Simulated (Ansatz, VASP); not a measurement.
# Cross-check of ZrAlIn (ZrAlIn in the AlB2 type) between VASP and Ansatz, part 2 of 2

Aim: how closely do two programs agree when they are given the same cell, functional and k mesh? The cell is generated by rule, not measured, and may not be a known phase. The cell is taken from a series of runs on this material, whose earlier steps may have relaxed, scaled, displaced or heated it; both programs get it as it stands.

VASP 6.6.1 and Ansatz 0.2.0.

So far: Starting point; VASP: relaxation of cell and atoms, PBEsol, pair 1; Ansatz: relaxation of cell and atoms, PBEsol, pair 1.

The structure was built from a prototype and need not be the compound's stable phase.

**4. Differences**

Known differences besides the potentials themselves: the cutoff is 420 eV in Ansatz and 500 eV in VASP; Ansatz makes its cores anew for this functional, VASP keeps those of its PBE data sets; Ansatz adds a Pulay correction to the stress that steers its cell, VASP none. Total energies have different zeros and are not compared.

The two programs side by side:

```
                                         quantity  Ansatz   VASP  difference
                                      volume (Å³)   58.99  59.02     -0.04 %
edge a after relaxation, in the typed setting (Å)   4.631  4.631     -0.01 %
edge c after relaxation, in the typed setting (Å)   3.176  3.177     -0.02 %
```

**5. VASP: relaxation of cell and atoms, PBEsol, pair 2**

The relaxed volume is the usual yardstick between codes: in a stiff, nearly cubic crystal its relative difference is about their pressure difference at one cell divided by the bulk modulus.

Input file INCAR:

```
SYSTEM = ZrAlIn
PREC = Accurate
ENCUT = 500
EDIFF = 1E-07
NELM = 120
ISMEAR = 0
SIGMA = 0.1
LREAL = .FALSE.
ALGO = Normal
GGA = PS
NBANDS = 20
LASPH = .TRUE.
LORBIT = 11
LWAVE = .FALSE.
LCHARG = .FALSE.
ISIF = 3
IBRION = 2
NSW = 80
EDIFFG = -0.005
GGA_COMPAT = .FALSE.
NELMIN = 4
KPAR = 2
```

Input file POSCAR:

```
ZrAlIn
1.0
    4.6453020000      0.0000000000      0.0000000000
   -2.3226510000      4.0229500000      0.0000000000
    0.0000000000      0.0000000000      3.1595380000
Zr Al In
1 1 1
Direct
    0.0000000000      0.0000000000      0.0000000000
    0.3333333333      0.6666666667      0.5000000000
    0.6666666667      0.3333333333      0.5000000000
```

Input file KPOINTS:

```
Automatic mesh
0
Gamma
9 9 10
0 0 0
```

Potentials, in the order of the species: Zr_sv, Al and In_d (PBE family, release 64).

Started as:

```console
$ mpirun -np 2 vasp_std
```

Numbers of over 12 decimals in the logs are rounded to 6 here.

Output:

```text
[banner, memory and clock lines left out]
running    2 mpi-ranks, on    1 nodes
[...]
[... a notice as in an earlier step ...]

 LDA part: xc-table for (Slater+PW92), standard interpolation
 POSCAR, INCAR and KPOINTS ok, starting setup
[...]
entering main loop
       N       E                     dE             d eps       ncg     rms          rms(c)
DAV:   1     0.251073847773E+03    0.25107E+03   -0.13713E+04  2888   0.163E+03
DAV:   2     0.196460572820E+01   -0.24911E+03   -0.24157E+03  2952   0.414E+02
DAV:   3    -0.167285042146E+02   -0.18693E+02   -0.18202E+02  3760   0.117E+02
DAV:   4    -0.177991127826E+02   -0.10706E+01   -0.10627E+01  4848   0.213E+01
[...]
DAV:  11    -0.169445440723E+02    0.69897E-05   -0.16427E-05  3892   0.448E-02    0.184E-02
DAV:  12    -0.169445435325E+02    0.53973E-06   -0.24161E-06  4456   0.129E-02    0.208E-03
DAV:  13    -0.169445435883E+02   -0.55725E-07   -0.78259E-08  2296   0.265E-03
   1 F= -.16944544E+02 E0= -.16936820E+02  d E =-.169445E+02
[...]
DAV:   6    -0.169455684643E+02    0.44418E-06   -0.14947E-06  4164   0.117E-02    0.538E-03
DAV:   7    -0.169455684255E+02    0.38826E-07   -0.23394E-07  3064   0.352E-03
   2 F= -.16945568E+02 E0= -.16937973E+02  d E =-.102484E-02
 trial-energy change:   -0.001025  1 .order   -0.001029   -0.001388   -0.000671
 step:   2.0168(harm=  1.9374)  dis= 0.00000  next Energy=   -16.945905 (dE=-0.136E-02)
[...]
N       E                     dE             d eps       ncg     rms          rms(c)
DAV:   1    -0.169504503133E+02   -0.48818E-02   -0.18843E-01  3008   0.369E+00    0.374E-01
DAV:   2    -0.169470576480E+02    0.33927E-02   -0.72820E-03  3580   0.630E-01    0.196E-01
DAV:   3    -0.169459811407E+02    0.10765E-02   -0.15786E-03  3664   0.330E-01    0.571E-02
DAV:   4    -0.169459174404E+02    0.63700E-04   -0.15586E-04  4300   0.102E-01    0.360E-02
DAV:   5    -0.169459120751E+02    0.53654E-05   -0.12783E-05  4380   0.298E-02    0.169E-02
DAV:   6    -0.169459115777E+02    0.49737E-06   -0.13456E-06  4068   0.115E-02    0.536E-03
DAV:   7    -0.169459115603E+02    0.17408E-07   -0.18634E-07  2640   0.312E-03
   3 F= -.16945912E+02 E0= -.16938443E+02  d E =-.136797E-02
[...]
reached required accuracy - stopping structural energy minimisation
```

OUTCAR, selected parts (step 5):

```text
  Total       -0.0055689     -0.0055689     -0.0033021      0.0000000      0.0000000      0.0000000
  in kB       -0.1510595     -0.1510595     -0.0895694      0.0000000      0.0000000      0.0000000
  external PRESSURE =      -0.1305628 kB  Pullay stress =       0.0000000 kB

 POSITION                                       TOTAL-FORCE (eV/Angst)
 -----------------------------------------------------------------------------------
      0.00000      0.00000      0.00000         0.000000      0.000000      0.000000
     -0.00000      2.67189      1.59226         0.000000      0.000000      0.000000
      2.31393      1.33595      1.59226        -0.000000      0.000000      0.000000
 -----------------------------------------------------------------------------------
    total drift:                                0.000000      0.000000      0.000000

  FREE ENERGIE OF THE ION-ELECTRON SYSTEM (eV)
  ---------------------------------------------------
  free  energy   TOTEN  =       -16.9459115603 eV

  energy  without entropy=      -16.9309752747  energy(sigma->0) =      -16.93844342

[... 1 part as in an earlier step ...]

[... 3 further parts left out ...]
[key lines of the parts left out:]
E-fermi :   9.6312
```

**6. Ansatz: relaxation of cell and atoms, PBEsol, pair 2**

The same cell, functional, mesh and smearing now go to Ansatz, which takes its cutoff from its data sets.

The cell is taken from a series of runs on this material, whose earlier steps may have relaxed, scaled, displaced or heated it; both programs get it as it stands.

Input file input.yaml:

```yaml
crystal:
  lattice:
    - [4.6453024939, 0.0, 0.0]
    - [-2.3226512469, 4.022949968, 0.0]
    - [0.0, 0.0, 3.1595382917]
  atoms:
    - { symbol: Zr, position: [0.0, 0.0, 0.0] }
    - { symbol: Al, position: [0.3333333333, 0.6666666667, 0.5] }
    - { symbol: In, position: [0.6666666667, 0.3333333333, 0.5] }
kpoints:
  mp_grid: { grid: [9, 9, 10] }
hamiltonian:
  xc: pbesol
  pseudopotentials: { kind: paw, azcp: { folder: soft_1 }, xc_functional: pbe }
scf:
  occupations: { method: gaussian, width: 0.1 }
output:
  forces: true
  stress: true
  eigenvalues: true
relax:
  adjacent_minimum: "off"
  f_tol: 0.005
  max_steps: 80
  cell: { stress_tol: 0.05 }
```

Started as:

```console
$ ansatz run input.yaml --threads 4 --pin off --max-ram 12288MiB --backend cpu --events-out ev --progress --plain --runs-dir out
```

Output:

```text
[...]
Crystal: 3 atoms, lattice volume = 59.045 Å³
Basis set: ecut = 420 eV, 1169 PW (Γ), exchange–correlation on 64×64×48 points (8 copies of the dense FFT grid, shifted against one another)
Bands: 18, of which v1, the nominal top of the filled ones, is band 14 counted from 1 (13 counted from 0)
Symmetry: 12 space group operations
[...]
k-points: 72 of 810 (time reversal used)
[...]
--- Relaxed structure (4 steps of the walk, 3 accepted, 1 SCFs on fresh bases) ---
[...]
cell:  # Å, volume = 59.0339 Å³
    - [4.627090, -2.8754412552389344e-11, 0.0]
    - [-2.313545, 4.007177, 0.0]
    - [0.0, 0.0, 3.183865]
  atoms:
    - { symbol: Zr, position: [0, 0, 0.0] }
    - { symbol: Al, position: [0.333333, 0.666667, 0.5] }
    - { symbol: In, position: [0.666667, 0.333333, 0.5] }
[key lines of the parts left out:]
SCF converged after 8 iterations
Free energy (F): -10179.466862 eV
Fermi energy:    12.799745 eV
P = ⅓ Tr σ = -0.0145 GPa (-0.145 kbar)
```

**7. Side by side**

Compared:

| quantity | Ansatz | VASP | difference |
| --- | --- | --- | --- |
| volume (Å³) | 59.03 | 59.07 | -0.05 % |
| edge a after relaxation, in the typed setting (Å) | 4.627 | 4.628 | -0.02 % |
| edge c after relaxation, in the typed setting (Å) | 3.184 | 3.184 | -0.02 % |

**8. VASP: zone-centre phonons, PBEsol**

Second derivatives magnify differences that forces hide, and they need a tight electronic threshold.

Input file INCAR:

```
SYSTEM = ZrAlIn
PREC = Accurate
ENCUT = 500
EDIFF = 1E-08
NELM = 120
ISMEAR = 1
SIGMA = 0.2
LREAL = .FALSE.
ALGO = Normal
GGA = PS
NBANDS = 20
LASPH = .TRUE.
LORBIT = 11
LWAVE = .FALSE.
LCHARG = .FALSE.
ISIF = 2
IBRION = 8
GGA_COMPAT = .FALSE.
KPAR = 2
```

Input file POSCAR:

```
ZrAlIn
1.0
    4.6309198704      0.0000000000      0.0000000000
   -2.3154599352      4.0104942507      0.0000000000
    0.0000000000      0.0000000000      3.1763170811
Zr Al In
1 1 1
Direct
    0.0000000000      0.0000000000      0.0000000000
    0.3333333333      0.6666666667      0.5000000000
    0.6666666667      0.3333333333      0.5000000000
```

Input file KPOINTS:

```
Automatic mesh
0
Gamma
4 4 6
0 0 0
```

Started as:

```console
$ mpirun -np 2 vasp_std
```

Output:

```text
[... set-up lines as in an earlier step ...]
 entering main loop
       N       E                     dE             d eps       ncg     rms          rms(c)
DAV:   1     0.246211896349E+03    0.24621E+03   -0.13703E+04   640   0.161E+03
DAV:   2     0.126635941445E+01   -0.24495E+03   -0.23745E+03   656   0.413E+02
DAV:   3    -0.167234927125E+02   -0.17990E+02   -0.17512E+02   824   0.116E+02
DAV:   4    -0.177924537378E+02   -0.10690E+01   -0.10587E+01  1084   0.212E+01
[...]
DAV:  13    -0.169450442965E+02   -0.92629E-07   -0.15600E-07   872   0.338E-03    0.169E-03
DAV:  14    -0.169450442147E+02    0.81779E-07   -0.14136E-08   556   0.874E-04    0.141E-04
DAV:  15    -0.169450442170E+02   -0.23128E-08   -0.23884E-09   464   0.536E-04
   1 F= -.16945044E+02 E0= -.16943366E+02  d E =-.503458E-02
 Linear response reoptimize wavefunctions to high precision
DAV:   1    -0.169450442153E+02    0.17299E-08   -0.72298E-10   476   0.227E-04
DAV:   2    -0.169450442154E+02   -0.12415E-09   -0.29914E-10   436   0.164E-04
[...]
RMM:  13    -0.241344888924E+00    0.58183E-06    0.14440E-07  4001   0.806E-04    0.262E-05
RMM:  14    -0.241345048681E+00   -0.15976E-06    0.11666E-07  4114   0.606E-04    0.256E-05
RMM:  15    -0.241345042135E+00    0.65462E-08    0.71486E-08  4218   0.476E-04    0.234E-05
 first order change of Fermi-energy   0.42086E-03
 force on displaced ion       3 direction 1 :  -8.552  -0.004   0.000
 Linear response progress:
  Degree of freedom:   6/  6
       N       E                     dE             d eps       ncg     rms          rms(c)
RMM:   1    -0.226231619274E+00   -0.22623E+00   -0.25556E-02   933   0.496E+00
RMM:   2    -0.228764994944E+00   -0.25334E-02   -0.20361E-02  1169   0.870E-01    0.518E-02
RMM:   3    -0.228897533583E+00   -0.13254E-03   -0.19568E-03  1290   0.268E-01    0.347E-02
RMM:   4    -0.228924210985E+00   -0.26677E-04   -0.17266E-04  1466   0.885E-02    0.188E-02
[...]
RMM:  11    -0.228980025705E+00    0.15007E-06   -0.88187E-08  1713   0.873E-04    0.210E-05
RMM:  12    -0.228979925623E+00    0.10008E-06    0.69945E-08  1780   0.621E-04    0.204E-05
RMM:  13    -0.228979921059E+00    0.45637E-08   -0.47448E-08  1767   0.470E-04    0.286E-05
 first order change of Fermi-energy  -0.14621E-03
 force on displaced ion       3 direction 3 :  -0.000  -0.000  -1.675
 Linear response finished
```

From OUTCAR (step 8):

```text
  Total        0.2241617      0.2241617     -0.2951419      0.0000000      0.0000000      0.0000000
  in kB        6.0881156      6.0881156     -8.0159036      0.0000000      0.0000000      0.0000000
  external PRESSURE =       1.3867759 kB  Pullay stress =       0.0000000 kB

 POSITION                                       TOTAL-FORCE (eV/Angst)
 -----------------------------------------------------------------------------------
      0.00000      0.00000      0.00000        -0.000000      0.000000      0.000000
     -0.00000      2.67366      1.58816         0.000000      0.000000      0.000000
      2.31546      1.33683      1.58816        -0.000000      0.000000      0.000000
 -----------------------------------------------------------------------------------
    total drift:                                0.000000     -0.000000      0.000000

[... 2 further parts left out ...]
```

Energies printed during the response cycles are not total energies of the cell.

**9. Ansatz: zone-centre phonons, PBEsol**

The same cell, functional, mesh and smearing now go to Ansatz, which takes its cutoff from its data sets.

The cell is taken from a series of runs on this material, whose earlier steps may have relaxed, scaled, displaced or heated it; both programs get it as it stands.

Input file input.yaml:

```yaml
crystal:
  lattice:
    - [4.6309198704, 0.0, 0.0]
    - [-2.3154599352, 4.0104942507, 0.0]
    - [0.0, 0.0, 3.1763170811]
  atoms:
    - { symbol: Zr, position: [0.0, 0.0, 0.0] }
    - { symbol: Al, position: [0.3333333333, 0.6666666667, 0.5] }
    - { symbol: In, position: [0.6666666667, 0.3333333333, 0.5] }
kpoints:
  mp_grid: { grid: [4, 4, 6] }
hamiltonian:
  xc: pbesol
  pseudopotentials: { kind: paw, azcp: { folder: soft_1 }, xc_functional: pbe }
scf:
  occupations: { method: methfessel_paxton, width: 0.2 }
output:
  eigenvalues: true
phonons:
  method: dfpt
  qmesh: [2, 2, 2]
  temperatures: { t_max: 1000, t_step: 50 }
  qpath:
    path:
      - [[0.0, 0.0, 0.0], [0.5, 0.0, 0.0], [0.33333333, 0.33333333, 0.0], [0.0, 0.0, 0.0], [0.0, 0.0, 0.5], [0.5, 0.0, 0.5], [0.33333333, 0.33333333, 0.5], [0.0, 0.0, 0.5]]
      - [[0.5, 0.0, 0.5], [0.5, 0.0, 0.0]]
      - [[0.33333333, 0.33333333, 0.5], [0.33333333, 0.33333333, 0.0]]
    npoints: 10
```

Started as:

```console
$ ansatz run input.yaml --threads 4 --pin off --max-ram 12288MiB --backend cpu --events-out ev --progress --plain --runs-dir out
```

Output:

```text
[...]
largest difference from the sums on the solved wave vectors: F 1.27e-1 eV, S 1.67e-4 and C_V 4.22e-5 eV/K
  zero-point energy: 0.088394 eV/cell   skipped modes (ω ≤ 0): 91, of them read as no rigid motion or as one in doubt: 88 (2.771e-1 modes/cell left out, lowest -84.03 cm⁻¹)   left out of the sums: 3.09e-2 of the cell's modes: C_V's classical limit lies that fraction below 3 k_B per atom; for a crystal, a wire or a layer, F and S can be off by more, and a phonons.interpolated_qmesh denser along its periods is the remedy for the sampling
[key lines of the parts left out:]
SCF converged after 10 iterations
Free energy (F): -10179.466097 eV
Fermi energy:    12.842211 eV
```

**10. Differences**

What differs besides the data sets and the points named for the pairs above, as far as they apply: VASP's run holds the zone centre alone. Total energies have different zeros and are not compared.

The two programs side by side:

```
                  quantity  Ansatz   VASP  difference
     optical mode 1 (cm⁻¹)    70.3   71.1     -1.13 %
     optical mode 2 (cm⁻¹)   146.5  147.2     -0.46 %
optical mode 3 to 4 (cm⁻¹)   161.0  162.2     -0.74 %
optical mode 5 to 6 (cm⁻¹)   286.8  287.1     -0.10 %
```

Modes are paired by rising frequency, not by their patterns, so a pair may set unlike modes beside each other; they are those without the splitting of longitudinal modes.

**11. Results**

| Quantity | Value |
| --- | --- |
| difference in volume (relaxation of cell and atoms, PBEsol, pair 1) | -0.044 % |
| difference in volume (relaxation of cell and atoms, PBEsol, pair 2) | -0.054 % |
| r.m.s. difference of the optical zone-centre modes, each program's sorted by frequency (zone-centre phonons, PBEsol) | 0.83 cm⁻¹ |
| difference in optical mode 1 (zone-centre phonons, PBEsol) | -1.1 % |

In words: The difference in volume is -0.054 % (relaxation of cell and atoms, PBEsol, pair 2), within the 1.2 % picked in this series as the mark of a large difference, as far as the stopping tolerances let one tell. Among the rows given in per cent, the largest difference of the zone-centre phonons, PBEsol pair is in optical mode 1, -1.1 %. 1 further run of this series is not shown here. Such differences can come from data sets, numerical settings and the points named under the comparisons, not from the functional's error against experiment.

[Lines on the potential files, build, host, timing and source positions are cut from VASP's logs without a mark.]

[Logs are printed without paths, hosts, clocks, repeated set-up lines and the standing remarks that a program may print on its own settings, such as how far it seeks lower states.]

[Hosts, paths, dates, database ids (printed as entryN), source tags and the programs' standing remarks are cut or masked in the printed files.]
